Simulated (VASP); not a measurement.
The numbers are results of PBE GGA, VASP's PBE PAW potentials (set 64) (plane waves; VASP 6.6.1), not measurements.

VASP input:

INCAR:
```
# general
SYSTEM   = Cs
PREC     = Accurate
ENCUT    = 300
LREAL    = .FALSE.
LASPH    = .TRUE.

# electronic loop
EDIFF    = 1E-8
NELM     = 100
ALGO     = Normal
LMAXMIX  = 4

# smearing
ISMEAR   = -1
SIGMA    = 0.05

# functional
GGA      = PE

# ions
IBRION   = 8
NSW      = 1
ISIF     = 2

# output
LWAVE    = .FALSE.
LCHARG   = .FALSE.

# other
LEPSILON = .FALSE.
```

File KPOINTS:
```
Automatic mesh
0
Gamma
6 6 6
0 0 0
```

POSCAR:
```
Cs
1
   -3.0500000000     3.0500000000     3.0500000000
    3.0500000000    -3.0500000000     3.0500000000
    3.0500000000     3.0500000000    -3.0500000000
Cs
1
Direct
  0.0000000000   0.0000000000   0.0000000000
```

POTCAR, in this order: Cs_sv (PBE.64 set). Program: vasp_std.

Task: What will the output report for the number of irreducible k-points (NKPTS), largest plane-wave count, number of space-group operations, FFT grid (NGX, NGY, NGZ)?

Result: 
```json
{
 "number of irreducible k-points (NKPTS)": "16",
 "largest_plane_wave_count": "1409",
 "number_of_space_group_operations": "48",
 "FFT grid (NGX, NGY, NGZ)": "30 × 30 × 30"
}
```

The structure is a typed Cs crystal (Im-3m). The cell was not relaxed at this level. The run is one of a series of settings (EDIFF = 1E-8, IBRION = 8, LEPSILON = .FALSE., NSW = 1 against the base run), some of them coarse on purpose.
